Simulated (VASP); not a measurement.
Input:

```
Na4Br3Cl
1.0
    5.93133     0.00000     0.00000
    0.00000     5.93133     0.00000
    0.00000     0.00000     5.93133
Na Cl Br
4 1 3
Direct
  0.00000   0.00000   0.00000
  0.50000   0.50000   0.00000
  0.50000   0.00000   0.50000
  0.00000   0.50000   0.50000
  0.50000   0.50000   0.50000
  0.00000   0.00000   0.50000
  0.00000   0.50000   0.00000
  0.50000   0.00000   0.00000
```

Method: PBE GGA, VASP's PBE PAW potentials (set 64) (plane waves; VASP). Run with 400 eV cut-off, 4×4×4 Γ-centred mesh, Gaussian smearing of 0.050 eV, potentials Na_pv Cl Br.

Problem. Estimate the energy per atom (σ→0), band gap (on the k-mesh) with the smallest direct gap where there is one.

Solution. 
```
Quantity                                     Result
-----------------------------------  --------------
band gap (on the k-mesh)                    4.30 eV
smallest direct gap (on the k-mesh)         4.30 eV
energy per atom (σ→0)                -3.134 eV/atom
```

Total energies compare only between runs with the same potentials, cut-off and functional.

The structure was generated: Na4Br3Cl was put into an ordered model structure (Pm-3m), which need not be its known phase. It was relaxed first.
